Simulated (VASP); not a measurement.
```xyz
2
Lattice="0.0000 2.2362 2.2362 2.2362 0.0000 2.2362 2.2362 2.2362 0.0000" Properties=species:S:1:pos:R:3 pbc="T T T"
W      0.0000     0.0000     0.0000
B      2.2362     2.2362     2.2362
```

Computed with PBE GGA, VASP's PBE PAW potentials (set 64) (plane waves; VASP). Numerical set-up: 520 eV cut-off, Gaussian smearing of 0.050 eV, potentials W_sv B.

Give the energies of bands 6 to 11 at the high-symmetry points, in eV from the Fermi level.

```csv
band,Γ,X,U,L,W
6,-2.04,-4.87,-5.50,-6.71,-4.67
7,-2.04,-3.92,-4.38,-4.79,-4.67
8,-2.04,0.07,-2.96,-4.79,-4.45
9,-0.44,0.07,-0.15,1.60,2.08
10,-0.44,1.25,1.86,1.60,2.08
11,2.19,2.63,3.55,3.30,2.64
```

It has no gap at this level: it comes out as a metal or semimetal.

The structure was generated: WB was put into the rock salt type (Fm-3m), which need not be its known phase. It was relaxed first, which changed the volume by -40 %. The electron count is odd and the run is not spin-polarised, which forces a metal.
